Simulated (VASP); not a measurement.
Given:

```xyz
5
Lattice="4.1887 0.0000 0.0000 0.0000 4.1887 0.0000 0.0000 0.0000 4.1887" Properties=species:S:1:pos:R:3 pbc="T T T"
Ba     0.0000     0.0000     0.0000
Hf     2.0943     2.0943     2.0943
O      2.0943     0.0000     2.0943
O      0.0000     2.0943     2.0943
O      2.0943     2.0943     0.0000
```

Computed with optB88-vdW, VASP's PBE PAW potentials (set 64) (plane waves; VASP). Run with 520 eV cut-off, 5×5×5 Γ-centred mesh, Gaussian smearing of 0.050 eV, potentials Ba_sv Hf_pv O.

### Question
Predict the energy per atom (σ→0).

### Answer

```
Item                            Value
---------------------  --------------
energy per atom (σ→0)  -6.983 eV/atom
```

Total energies compare only between runs with the same potentials, cut-off and functional.

The compound is BaHfO3 in the cubic perovskite structure. It was relaxed first. The start is the result of an earlier pass.
